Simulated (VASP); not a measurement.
# HgO (space group P3_121): computed properties

All values below come from PBEsol GGA, VASP's PBE PAW potentials (set 64) (plane waves; VASP 6.6.1).

```yaml
space_group: P3_121 (152)
cell: a = b = 3.597 Å, c = 8.732 Å, α = β = 90.00°, γ = 120.00°
volume_per_atom: 16.31 Å^3/atom
band gap (over mesh and band path): 1.20 eV
smallest direct gap (over mesh and band path): 1.32 eV
band_edge_character_without_spin_orbit_coupling: indirect, A-L at 0.33 to K-Γ at 0.89
band_gap_with_spin_orbit_coupling: 1.20 eV
density: 11.02 g/cm³
```

```
CELL_PARAMETERS angstrom
      3.59747     0.00000     0.00000
     -1.79874     3.11550     0.00000
      0.00000     0.00000     8.73189
ATOMIC_POSITIONS crystal
  Hg 0.24640 0.24640 0.50000
  Hg 0.75360 0.00000 0.83333
  Hg 0.00000 0.75360 0.16667
  O  0.53404 0.53404 0.00000
  O  0.46596 0.00000 0.33333
  O  0.00000 0.46596 0.66667
```

Without a dispersion term in the relaxation, distances and binding between the weakly bound layers, chains or molecules are unreliable, and so is what depends on them. Unless said otherwise, spin-orbit coupling is left out, though it shifts the bands of the heavy elements here.

The structure comes from a computed database's HgO entry (P3_121); how it stands against other phases isn't given here. It was relaxed first. Symmetry was kept, so distortions that lower it aren't found.
